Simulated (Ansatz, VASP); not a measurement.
# BaAgClO in two plane-wave programs, part 2 of 2

One calculation is typed for both programs; each brings its own data sets. How far apart do they land? The cell is generated by rule, not measured, and may not be a known phase. The cell is taken from a series of runs on this material, whose earlier steps may have relaxed, scaled, displaced or heated it; both programs get it as it stands.

VASP 6.6.1 and Ansatz 0.2.0.

So far: The structure; VASP: relaxation of cell and atoms, PBE, pair 1.

### 3. Ansatz: relaxation of cell and atoms, PBE, pair 1

Level of this step: Ansatz beside VASP: Kohn-Sham DFT, plane waves, PBE (Ansatz).

Ansatz runs on its default PAW (the set named soft_2) files.

The same cell, functional, mesh and smearing now go to Ansatz, which takes its cutoff from its data sets.

input.yaml

```yaml
crystal:
  lattice:
    - [2.7765817043, 2.7765817043, 0.0]
    - [-2.7765817043, 2.7765817043, 0.0]
    - [0.0, 0.0, 11.2325305616]
  atoms:
    - { symbol: Ag, position: [0.0, 0.0, 0.45376993] }
    - { symbol: Ag, position: [0.5, 0.5, 0.79623007] }
    - { symbol: Ba, position: [0.0, 0.0, 7.92408e-05] }
    - { symbol: Ba, position: [0.5, 0.5, 0.2499207592] }
    - { symbol: Cl, position: [0.5, 0.5, 0.5190430939] }
    - { symbol: Cl, position: [0.0, 0.0, 0.7309569061] }
    - { symbol: O, position: [0.5, 0.5, 0.0093219562] }
    - { symbol: O, position: [0.0, 0.0, 0.2406780438] }
kpoints:
  mp_grid: { grid: [6, 6, 2] }
hamiltonian:
  xc: pbe
scf:
  occupations: { method: gaussian, width: 0.02 }
output:
  forces: true
  stress: true
  eigenvalues: true
  write_density: true
  write_potential: true
  elf: true
  volumetric_format: npy
relax:
  adjacent_minimum: "off"
  f_tol: 0.005
  max_steps: 80
  cell: { stress_tol: 0.05 }
```

Command:

```sh
$ ansatz run input.yaml --threads 4 --pin off --max-ram 14336MiB --backend cpu --events-out ev --progress --plain --runs-dir out
```

Numbers of over 12 decimals in the logs are rounded to 6 here.

The program printed:

```text
Engine: ansatz 0.2.0, aarch64-unknown-linux-gnu
Pseudopotentials: kind: paw
Pseudopotential: Ag, paw, valence charge 19, recommended cutoff 420 eV (normal), Ag.paw.azcp
Pseudopotential: Ba, paw, valence charge 10, recommended cutoff 420 eV (normal), Ba.paw.azcp
Pseudopotential: Cl, paw, valence charge 7, recommended cutoff 420 eV (normal), Cl.paw.azcp
Pseudopotential: O, paw, valence charge 6, recommended cutoff 420 eV (normal), O.paw.azcp
Functional definition: PBE
  parameter kappa = 0.804
  parameter beta = 0.066725
  exchange = pbe_x(kappa = kappa, mu = beta*pi^2/3)
  correlation = pbe_c(beta = beta)
Crystal: 8 atoms, lattice volume = 173.192 Å³
Basis set: ecut = 420 eV, 3397 PW (Γ), exchange–correlation on 54×54×160 points (8 copies of the dense FFT grid, shifted against one another)
Bands: 51, of which v1, the nominal top of the filled ones, is band 42 counted from 1 (41 counted from 0)
Symmetry: 16 space group operations
Space group: P4/nmm (ITA 129), of the structure as read, at distance tolerance 5.6e-5 Å
k-points: 20 of 72
Non-local potential: Ag, projectors of the file, l = 0: 3, l = 1: 2, l = 2: 2, l = 3: 1
Non-local potential: Ba, projectors of the file, l = 0: 3, l = 1: 2, l = 2: 2, l = 3: 2
Non-local potential: Cl, projectors of the file, l = 0: 2, l = 1: 2, l = 2: 2
Non-local potential: O, projectors of the file, l = 0: 2, l = 1: 2, l = 2: 1
PAW form: soft (Blöchl's): semilocal exchange-correlation on the pseudo side does not see the compensation charge
PAW one-centre angular grid: Ag, 590 points (default); XC on 64 Gauss nodes
PAW one-centre angular grid: Ba, 194 points (default); XC on 64 Gauss nodes
PAW one-centre angular grid: Cl, 110 points (default); XC on 64 Gauss nodes
PAW one-centre angular grid: O, 110 points (default); XC on 64 Gauss nodes
Initial density: superposition of atomic densities (neutral atoms: chi_scale 0, normalization atom), corrected by the library's trained network
Initial wavefunctions: pseudopotential atomic-orbital guess
Functional: x = pbe(κ = 0.804, μ = 0.219515), c = pbe(β = 0.066725)
SCF iter   1: F=—  HF=-30381.119343 eV  |F-HF|=—  |Δ(HF+E_count)|=         —  Δρ=1.44e-3  dr2=1.24e-2  ethr=1.77e-3  ⟨swp⟩=8.9  Hψ=4516  notcnv=0  defer=3
preconditioner: auto → Resta (q_TF=auto, 2.418 Å⁻¹)  ε∞=5.7  [insulator: Δε(μ)=1.726 eV  Ē_g=10.409 eV  σ=0.020 eV  W_gap=1.00  n_scr=48 (ndim 8)  ℏωp=22.6 eV  f_vac=0.011  D(μ)=0.00/eV (n_scr^D=0)  ε∞_Penn≈5.7]
SCF iter   2: F=—  HF=-30381.118051 eV  |F-HF|=—  |Δ(HF+E_count)|=   1.29e-3  Δρ=7.68e-4  dr2=2.20e-3  ethr=1.48e-5  ⟨swp⟩=2.6  Hψ=2277  notcnv=0  defer=77
SCF iter   3: F=—  HF=-30381.118080 eV  |F-HF|=—  |Δ(HF+E_count)|=   2.87e-5  Δρ=6.83e-4  dr2=7.52e-4  ethr=2.62e-6  ⟨swp⟩=2.0  Hψ=1871  notcnv=0  defer=77
SCF iter   4: F=—  HF=-30381.117968 eV  |F-HF|=—  |Δ(HF+E_count)|=   1.12e-4  Δρ=1.49e-4  dr2=1.04e-4  ethr=8.95e-7  ⟨swp⟩=2.0  Hψ=1661  notcnv=0  defer=77
SCF iter   5: F=—  HF=-30381.117975 eV  |F-HF|=—  |Δ(HF+E_count)|=   7.00e-6  Δρ=7.87e-5  dr2=1.53e-5  ethr=1.24e-7  ⟨swp⟩=2.0  Hψ=1598  notcnv=0  defer=77
SCF iter   6: F=—  HF=-30381.118073 eV  |F-HF|=—  |Δ(HF+E_count)|=   9.78e-5  Δρ=3.57e-5  dr2=1.81e-6  ethr=1.82e-8  ⟨swp⟩=2.0  Hψ=1662  notcnv=0  defer=77
SCF iter   7: F=—  HF=-30381.118073 eV  |F-HF|=—  |Δ(HF+E_count)|=   2.90e-7  Δρ=1.03e-5  dr2=1.53e-7  ethr=2.15e-9  ⟨swp⟩=2.0  Hψ=1771  notcnv=0  defer=77
SCF iter   8: F=-30381.118073 eV  HF=-30381.118073 eV  |F-HF|=1.72e-8  |Δ(HF+E_count)|=   1.72e-7  Δρ=2.22e-6  dr2=9.40e-9  ethr=1.19e-10  ⟨swp⟩=16.4  Hψ=7970  notcnv=0
SCF 1 converged in 8 iterations: F = -30381.118073 eV  dr2 = 9.40e-9
  greatest PAW one-centre occupation: 1.000 electrons in one spin orbital (limit 2), on the Ag atom at site 1 (counted from 0), in its partial waves of l = 0
relax step   1: F+E_penalty+E_count = -30381.11807336 eV  Δ(F+E_penalty+E_count) = +0.000e0 eV  max|allowed force component| = 3.590e-2 eV/Å  Δτ_max = 0.0000 Å  P = -0.106 GPa  Ω = 173.192 Å³  (8 SCF iters, dr2 threshold 1.00e-7 eV, accepted)
[...]
relax step   9: F+E_penalty+E_count = -30381.12134839 eV  Δ(F+E_penalty+E_count) = +1.816e-4 eV  max|allowed force component| = 1.090e-3 eV/Å  Δτ_max = 0.0067 Å  P = +0.008 GPa  Ω = 174.238 Å³  energy of the carried Pulay correction = -2.474e-4 eV  (7 SCF iters, dr2 threshold 1.05e-8 eV, accepted)
[...]
relax step  10: F+E_penalty+E_count = -30381.12163230 eV  Δ(F+E_penalty+E_count) = -2.839e-4 eV  max|allowed force component| = 1.063e-3 eV/Å  Δτ_max = 0.0000 Å  P = +0.009 GPa  Ω = 174.238 Å³  stress off target by 1.14e-2 GPa  SCF on the basis re-selected at this cell (its energy is not comparable with the rows above)  (5 SCF iters)
basis re-selected at this cell: Δ(F+E_penalty+E_count) = -2.839e-4 eV, ΔP = +0.001 GPa vs the last step (what re-selecting the basis moved, of the pressure what is left beyond the Pulay correction that the steps carried, after the strain that the cell walked since its last selection, with what the two solves' SCF thresholds leave and, on support functions, any second-order correction that the steps lacked; it is no m [...]
SCF converged after 5 iterations
Free energy (F): -30381.121632 eV
Harris-Foulkes:  -30381.121632 eV  (|F-HF|=2.55e-11)
Internal energy: -30381.121632 eV  (E = F + TS)
E sigma→0 (E₀):  -30381.121632 eV
Fermi energy:    8.536478 eV
--- Per-component energies (eV) ---
  E_band       = -778.001106
  E_kinetic    = 2065.415212
  E_local      = -8358.298519  (includes V_loc(G=0)·N_el)
  E_nonlocal   = 434.087239
  E_hartree    = 3610.335124
  E_xc         = -1067.353248
  E_vxc        = -1172.595849  (∫ρ·V_xc dr)
  E_paw        = -19895.120793  (= ΣΔE_a)
  E_vpaw       = -967.285291  (= ΣTr[D̂ρ^β])
  E_aug_tail   = 0.005537  (compensation charges beyond the density's cutoff)
  E_ewald      = -7170.192185
  E_smearing   = -0.000000  (= −TS)
  E_closure    = -0.000000  (closes the sum)
  Σ components = -30381.121632   (vs F -30381.121632, Δ=0.00e0)
--- Forces (eV/Å), atoms counted from 1 ---
  atom   1  Ag     0.00000000     0.00000000    -0.00067835
  atom   2  Ag     0.00000000     0.00000000     0.00067835
  atom   3  Ba     0.00000000     0.00000000     0.00045519
  atom   4  Ba     0.00000000     0.00000000    -0.00045519
  atom   5  Cl     0.00000000     0.00000000     0.00000955
  atom   6  Cl     0.00000000     0.00000000    -0.00000955
  atom   7  O      0.00000000     0.00000000    -0.00106310
  atom   8  O      0.00000000     0.00000000     0.00106310
  max |Σ_I F_I| component: 2.52e-29 eV/Å
--- Stress (GPa, compression-positive) ---
        0.007375       0.000000       0.000000
        0.000000       0.007375       0.000000
        0.000000       0.000000       0.011354
  P = ⅓ Tr σ = 0.0087 GPa (0.087 kbar)
--- Band table (eV; the first three rows and the last of 20) ---
  k-point 0: bands = [... 38 lower, 7.4290, 7.4290, 7.4536, 7.4536, 9.4182, 10.5068, 10.5664, 11.7792, ... 5 higher]
  k-point 1: bands = [... 38 lower, 7.4345, 7.4345, 7.4508, 7.4508, 9.9410, 10.3448, 10.5665, 11.7793, ... 5 higher]
  k-point 2: bands = [... 38 lower, 7.2132, 7.2396, 7.3145, 7.4352, 10.0552, 10.9341, 11.1602, 12.2618, ... 5 higher]
  k-point 19: bands = [... 38 lower, 7.5803, 7.5803, 7.6546, 7.6546, 11.0858, 11.0858, 11.2698, 11.2698, ... 5 higher]
--- Relaxed structure (8 steps of the walk, 8 accepted, 2 SCFs on fresh bases) ---
  F+E_penalty+E_count = -30381.12163230 eV   max|allowed force component| = 1.063e-3 eV/Å   (the final SCF, on the basis selected at the relaxed cell)
  cell:  # Å, volume = 174.2376 Å³
    - [2.759343, 2.759343, 0.0]
    - [-2.759343, 2.759343, 0.0]
    - [0.0, 0.0, 11.441956]
  atoms:
    - { symbol: Ag, position: [0, 0, 0.448900] }
    - { symbol: Ag, position: [0.5, 0.5, 0.801100] }
    - { symbol: Ba, position: [0, 0, 0.00125915] }
    - { symbol: Ba, position: [0.5, 0.5, 0.248741] }
    - { symbol: Cl, position: [0.5, 0.5, 0.513986] }
    - { symbol: Cl, position: [0, 0, 0.736014] }
    - { symbol: O, position: [0.5, 0.5, 0.010313] }
    - { symbol: O, position: [0, 0, 0.239687] }
```

### 4. Side by side

Known differences besides the potentials themselves: the data sets hold 84 valence electrons in Ansatz (on its default PAW (the set named soft_2) files) and 68 in VASP; the cutoff is 420 eV in Ansatz and 600 eV in VASP; Ansatz adds a Pulay correction to the stress that steers its cell, VASP none. Total energies have different zeros and are not compared.

The two programs side by side:

| quantity | Ansatz | VASP | difference |
| --- | --- | --- | --- |
| volume (Å³) | 174.24 | 174.86 | -0.36 % |
| edge a after relaxation, in the typed setting (Å) | 3.902 | 3.940 | -0.97 % |
| edge c after relaxation, in the typed setting (Å) | 11.442 | 11.262 | +1.60 % |

### 5. VASP: relaxation of cell and atoms, PBE, pair 2

The relaxed volume is the usual yardstick between codes: in a stiff, nearly cubic crystal its relative difference is about their pressure difference at one cell divided by the bulk modulus.

INCAR

```
SYSTEM = BaAgClO
PREC = Accurate
ENCUT = 600
EDIFF = 1E-07
NELM = 120
ISMEAR = 0
SIGMA = 0.01
LREAL = .FALSE.
ALGO = Normal
GGA = PE
NBANDS = 42
LASPH = .TRUE.
LORBIT = 11
LWAVE = .FALSE.
LCHARG = .FALSE.
ISIF = 3
IBRION = 2
NSW = 80
EDIFFG = -0.005
GGA_COMPAT = .FALSE.
NELMIN = 4
EFERMI = MIDGAP
KPAR = 2
```

POSCAR

```
BaAgClO
1.0
    2.7593430000      2.7593430000      0.0000000000
   -2.7593430000      2.7593430000      0.0000000000
    0.0000000000      0.0000000000     11.4419560000
Ag Ba Cl O
2 2 2 2
Direct
    0.0000000000      0.0000000000      0.4488998210
    0.5000000000      0.5000000000      0.8011000916
    0.0000000000      0.0000000000      0.0012591379
    0.5000000000      0.5000000000      0.2487408621
    0.5000000000      0.5000000000      0.5139856332
    0.0000000000      0.0000000000      0.7360143668
    0.5000000000      0.5000000000      0.0103126598
    0.0000000000      0.0000000000      0.2396873402
```

KPOINTS

```
Automatic mesh
0
Gamma
8 8 2
0 0 0
```

Potentials, in the order of the species: Ag, Ba_sv, Cl and O (PBE family, release 64).

Command:

```sh
$ mpirun -np 2 vasp_std
```

The program printed:

```text
[... set-up lines as in an earlier step ...]
 entering main loop
       N       E                     dE             d eps       ncg     rms          rms(c)
DAV:   1     0.535405781145E+03    0.53541E+03   -0.36143E+04  2520   0.168E+03
DAV:   2     0.477204749419E+01   -0.53063E+03   -0.51076E+03  3050   0.334E+02
DAV:   3    -0.402688591867E+02   -0.45041E+02   -0.44504E+02  3138   0.973E+01
DAV:   4    -0.416946625601E+02   -0.14258E+01   -0.14207E+01  3440   0.161E+01
[...]
DAV:  16    -0.346207290026E+02   -0.23288E-05   -0.34218E-05  3040   0.285E-02    0.975E-03
DAV:  17    -0.346207291219E+02   -0.11929E-06   -0.16186E-06  2952   0.631E-03    0.722E-03
DAV:  18    -0.346207291101E+02    0.11846E-07   -0.49929E-07  2776   0.366E-03
   1 F= -.34620729E+02 E0= -.34620729E+02  d E =-.346207E+02
[... from here on, the cycles between the ionic steps are left out ...]
   2 F= -.34627301E+02 E0= -.34627301E+02  d E =-.657229E-02
   3 F= -.34627373E+02 E0= -.34627373E+02  d E =-.664437E-02
  17 F= -.34631004E+02 E0= -.34631004E+02  d E =-.388462E-03
  18 F= -.34631418E+02 E0= -.34631418E+02  d E =-.802094E-03
  19 F= -.34631427E+02 E0= -.34631427E+02  d E =-.811060E-03
  20 F= -.34631426E+02 E0= -.34631426E+02  d E =-.810477E-03
  21 F= -.34631456E+02 E0= -.34631456E+02  d E =-.298912E-04
  22 F= -.34631477E+02 E0= -.34631477E+02  d E =-.505420E-04
  23 F= -.34631469E+02 E0= -.34631469E+02  d E =-.427852E-04
  24 F= -.34631481E+02 E0= -.34631481E+02  d E =-.553087E-04
  25 F= -.34631493E+02 E0= -.34631493E+02  d E =-.112204E-04
 trial-energy change:   -0.000011  1 .order   -0.000010   -0.000017   -0.000003
 step:   1.2443(harm=  1.3204)  dis= 0.00064  next Energy=   -34.631493 (dE=-0.115E-04)
 reached required accuracy - stopping structural energy minimisation
```

OUTCAR, selected parts (step 5):

```text
  Total       -0.0025259     -0.0025259      0.0016381      0.0000000      0.0000000      0.0000000
  in kB       -0.0231471     -0.0231471      0.0150113      0.0000000      0.0000000      0.0000000
  external PRESSURE =      -0.0104276 kB  Pullay stress =       0.0000000 kB

 POSITION                                       TOTAL-FORCE (eV/Angst)
 -----------------------------------------------------------------------------------
     -0.00000     -0.00000      5.12960         0.000000      0.000000     -0.003953
     -0.00000      2.78670      8.94184        -0.000000     -0.000000      0.003953
     -0.00000     -0.00000     11.24313         0.000000      0.000000     -0.002068
     -0.00000      2.78670      2.82831        -0.000000     -0.000000      0.002068
     -0.00000      2.78670      5.85871        -0.000000     -0.000000      0.002018
     -0.00000     -0.00000      8.21272         0.000000      0.000000     -0.002018
     -0.00000      2.78670      0.07665        -0.000000     -0.000000      0.002056
     -0.00000     -0.00000      2.73764         0.000000      0.000000     -0.002056
 -----------------------------------------------------------------------------------
    total drift:                                0.000000     -0.000000     -0.002537

  FREE ENERGIE OF THE ION-ELECTRON SYSTEM (eV)
  ---------------------------------------------------
  free  energy   TOTEN  =       -34.6314925581 eV

  energy  without entropy=      -34.6314925581  energy(sigma->0) =      -34.63149256

[... 1 part as in an earlier step ...]

[... 3 further parts left out ...]
[key lines of the parts left out:]
E-fermi :   3.2460
```

### 6. Ansatz: relaxation of cell and atoms, PBE, pair 2

The same cell, functional and mesh now go to Ansatz, which takes its cutoff from its data sets.

The cell is taken from a series of runs on this material, whose earlier steps may have relaxed, scaled, displaced or heated it; both programs get it as it stands.

input.yaml

```yaml
crystal:
  lattice:
    - [2.7593434527, 2.7593434527, 0.0]
    - [-2.7593434527, 2.7593434527, 0.0]
    - [0.0, 0.0, 11.4419557284]
  atoms:
    - { symbol: Ag, position: [0.0, 0.0, 0.4488998751] }
    - { symbol: Ag, position: [0.5, 0.5, 0.8011001249] }
    - { symbol: Ba, position: [0.0, 0.0, 0.0012591469] }
    - { symbol: Ba, position: [0.5, 0.5, 0.2487408531] }
    - { symbol: Cl, position: [0.5, 0.5, 0.5139856571] }
    - { symbol: Cl, position: [0.0, 0.0, 0.7360143429] }
    - { symbol: O, position: [0.5, 0.5, 0.0103126776] }
    - { symbol: O, position: [0.0, 0.0, 0.2396873224] }
kpoints:
  mp_grid: { grid: [8, 8, 2] }
hamiltonian:
  xc: pbe
scf:
  occupations: { method: fixed }
output:
  forces: true
  stress: true
  eigenvalues: true
relax:
  adjacent_minimum: "off"
  f_tol: 0.001
  max_steps: 60
  cell: { stress_tol: 0.01 }
```

Command:

```sh
$ ansatz run input.yaml --threads 4 --pin off --max-ram 14336MiB --backend cpu --events-out ev --progress --plain --runs-dir out
```

The program printed:

```text
[...]
Crystal: 8 atoms, lattice volume = 174.238 Å³
Basis set: ecut = 420 eV, 3391 PW (Γ), exchange–correlation on 54×54×160 points (8 copies of the dense FFT grid, shifted against one another)
Bands: 51, of which v1, the nominal top of the filled ones, is band 42 counted from 1 (41 counted from 0)
Symmetry: 16 space group operations
[...]
k-points: 30 of 128
[...]
- [2.758308, 2.758308, 0.0]
    - [-2.758308, 2.758308, 0.0]
    - [0.0, 0.0, 11.464465]
  atoms:
    - { symbol: Ag, position: [0, 0, 0.448352] }
    - { symbol: Ag, position: [0.5, 0.5, 0.801648] }
    - { symbol: Ba, position: [0, 0, 0.00142951] }
    - { symbol: Ba, position: [0.5, 0.5, 0.248570] }
    - { symbol: Cl, position: [0.5, 0.5, 0.513416] }
    - { symbol: Cl, position: [0, 0, 0.736584] }
    - { symbol: O, position: [0.5, 0.5, 0.010469] }
    - { symbol: O, position: [0, 0, 0.239531] }
[key lines of the parts left out:]
SCF converged after 7 iterations
Free energy (F): -30381.121712 eV
Fermi energy:    7.639067 eV
P = ⅓ Tr σ = 0.0009 GPa (0.009 kbar)
```

### 7. Comparison

What differs besides the data sets and the points named for the pairs above, as far as they apply: fixed occupations in Ansatz, narrow Gaussian smearing in VASP; the data sets hold 84 valence electrons in Ansatz (on its default PAW (the set named soft_2) files) and 68 in VASP. Total energies have different zeros and are not compared.

Compared:

| quantity | Ansatz | VASP | difference |
| --- | --- | --- | --- |
| volume (Å³) | 174.45 | 174.84 | -0.22 % |
| edge a after relaxation, in the typed setting (Å) | 3.901 | 3.941 | -1.02 % |
| edge c after relaxation, in the typed setting (Å) | 11.464 | 11.257 | +1.84 % |

### 8. Summary of results

- difference in edge c after relaxation, in the typed setting (relaxation of cell and atoms, PBE, pair 1): 1.6 %
- difference in edge c after relaxation, in the typed setting (relaxation of cell and atoms, PBE, pair 2): 1.8 %

The difference in edge c after relaxation, in the typed setting is 1.8 % (relaxation of cell and atoms, PBE, pair 2), beyond the 1.2 % picked in this series as the mark of a large difference, as far as the stopping tolerances let one tell. The data sets hold unlike numbers of valence electrons (84 in Ansatz and 68 in VASP), so part of the differences comes from the potentials. How closely two codes agree says nothing of how well the functional describes the real material.

[Lines on the potential files, build, host, timing and source positions are cut from VASP's logs without a mark.]

[Logs are printed without paths, hosts, clocks, repeated set-up lines and the standing remarks that a program may print on its own settings, such as how far it seeks lower states.]

[Hosts, paths, dates, database ids (printed as entryN), source tags and the programs' standing remarks are cut or masked in the printed files.]
